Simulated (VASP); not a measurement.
```xyz
3
Lattice="0.0000 3.2368 3.2368 3.2368 0.0000 3.2368 3.2368 3.2368 0.0000" Properties=species:S:1:pos:R:3 pbc="T T T"
Na     1.6184     1.6184     1.6184
Na     4.8552     4.8552     4.8552
S      0.0000     0.0000     0.0000
```

Method: SCAN meta-GGA, VASP's PBE PAW potentials (set 64) (plane waves; VASP 6.6.1). Run with 520 eV cut-off, 6×6×6 Γ-centred mesh, Gaussian smearing of 0.050 eV, potentials Na_pv S.

Question: Give the energy at these volumes per atom, relative to the lowest: 21.38, 22.07, 22.75, 23.43, 24.11 Å³.

Answer: 7.7, 1.4, 0.0, 3.0, 9.5 meV/atom. A third-order Birch-Murnaghan fit gives B0 = 34.2 GPa and B0′ = 3.9.

Measured: a 6.537 Å (computed value off by -1.0 %), as given by Some thermoelectric phenomena in copper chalcogenides replaced by lithium and sodium alkaline metals, Nanomaterials …. The calculation is for a static lattice, while the measured a holds thermal and zero-point effects, which are part of the difference.

The compound is Na2S in the antifluorite structure. It was relaxed first.
